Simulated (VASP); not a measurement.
Here is the system:

```
W
1.0
   -1.53699     1.53699     1.53699
    1.53699    -1.53699     1.53699
    1.53699     1.53699    -1.53699
W
1
Cartesian
  0.00000   0.00000   0.00000
```

Computed with PBEsol GGA, VASP's PBE PAW potentials (set 64) (plane waves; VASP). Settings: 500 eV cut-off, 17×17×17 Γ-centred mesh, first-order Methfessel-Paxton smearing of 0.10 eV, potentials W_sv.

Energy and stress use the plane-wave basis of the starting cell.

**Question.** The ions, cell shape and volume at an external pressure of 45.0 GPa are relaxed. What does this cell relax into?

**Answer.** 
```
W
1.0
   -1.52113     1.52113     1.52113
    1.52113    -1.52113     1.52113
    1.52113     1.52113    -1.52113
W
1
Cartesian
  0.00000   3.04226   0.00000
```
Space group Im-3m (229), at a tolerance of 0.03 Å.

**Question.** How do energy and volume change from the first to the last step?

**Answer.** The energy (σ→0) changes by +103.3 meV/atom and the volume by -3.1 %, in 4 ionic steps.

| step | E(σ→0) (eV) | max force (eV/Å) | pressure (GPa) | volume (Å³) |
|---|---|---|---|---|
| 1 | -13.6983 | 0.000 | 29.99 | 14.52 |
| 2 | -12.2413 | 0.000 | 164.92 | 11.85 |
| 3 | -13.6040 | 0.000 | 43.61 | 14.11 |
| 4 | -13.5950 | 0.000 | 44.78 | 14.08 |

The compound is W in the bcc structure. This run relaxes it under an external pressure of 45 GPa. Symmetry was kept, so distortions that lower it aren't found.
